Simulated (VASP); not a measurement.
Given:

```yaml
crystal:
  lattice:
    - [1.83090, -3.17121, 0.00000]
    - [1.83090, 3.17121, 0.00000]
    - [0.00000, 0.00000, 5.76300]
  atoms:
    - { symbol: Dy, position: [0.33333, 0.66667, 0.25000] }
    - { symbol: Dy, position: [0.66667, 0.33333, 0.75000] }
```

These are PBE GGA with D3 dispersion (Becke-Johnson damping), VASP's PBE PAW potentials (set 64) (plane waves; VASP) values and carry that method's errors. Numerical set-up: 400 eV cut-off, 10×10×6 Γ-centred mesh, first-order Methfessel-Paxton smearing of 0.10 eV, potentials Dy_3.

The 4f electrons are frozen in the core of the lanthanide potential, so 4f levels, which can set the real gap, and their magnetism are missing.

Problem. Give the stress tensor in GPa (positive for a compressed cell).

Solution. 
```
-3.25   0.00   0.00
 0.00  -3.25   0.00
 0.00   0.00  -4.48
```
The pressure is its mean diagonal, -3.66 GPa.

The compound is Dy in the hcp structure. The cell was not relaxed at this level. The run is one of a series of settings (IVDW = 12 against the base run), some of them coarse on purpose.
